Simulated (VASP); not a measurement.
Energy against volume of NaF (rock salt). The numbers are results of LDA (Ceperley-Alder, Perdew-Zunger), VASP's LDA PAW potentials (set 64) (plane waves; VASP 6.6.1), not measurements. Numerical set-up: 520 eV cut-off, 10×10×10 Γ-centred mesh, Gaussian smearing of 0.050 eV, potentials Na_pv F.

| V (Å³/atom) | E (eV/atom) |
|---|---|
| 10.739 | -4.65648 |
| 11.082 | -4.66378 |
| 11.425 | -4.66631 |
| 11.767 | -4.66482 |

Problem. Fit these four points and predict the energy of the run at 12.110 Å³/atom.

Solution. A cubic in V^(−2/3), the third-order Birch-Murnaghan form, passes through the four points with V0 = 11.46 Å³/atom and B0 = 62 GPa, and gives -4.6599 eV/atom there. The run gave -4.6600 eV/atom, -0.0 meV/atom from the fit; all five points give B0 = 61 GPa.

The compound is NaF in the rock salt structure. It was relaxed first, which changed the volume by -8 %.
